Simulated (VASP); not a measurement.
Energy against volume of TiCo (CsCl type). Method: r2SCAN+rVV10, VASP's PBE PAW potentials (set 64) (plane waves; VASP 6.6.1). Numerical set-up: 520 eV cut-off, 12×12×12 Γ-centred mesh, first-order Methfessel-Paxton smearing of 0.10 eV, potentials Ti_sv Co.

```tsv
V (Å³/atom)	E (eV/atom)
12.015	-13.09200
12.398	-13.11540
12.782	-13.12250
13.165	-13.11565
```

Question: Fit these four points and predict the energy of the run at 13.549 Å³/atom.

Answer: A cubic in V^(−2/3), the third-order Birch-Murnaghan form, passes through the four points with V0 = 12.77 Å³/atom and B0 = 194 GPa, and gives -13.0969 eV/atom there. The run gave -13.0968 eV/atom, +0.1 meV/atom from the fit; all five points give B0 = 195 GPa.

The compound is TiCo in the CsCl type structure. It was relaxed first. The run is not spin-polarised, so no magnetic state was tried.
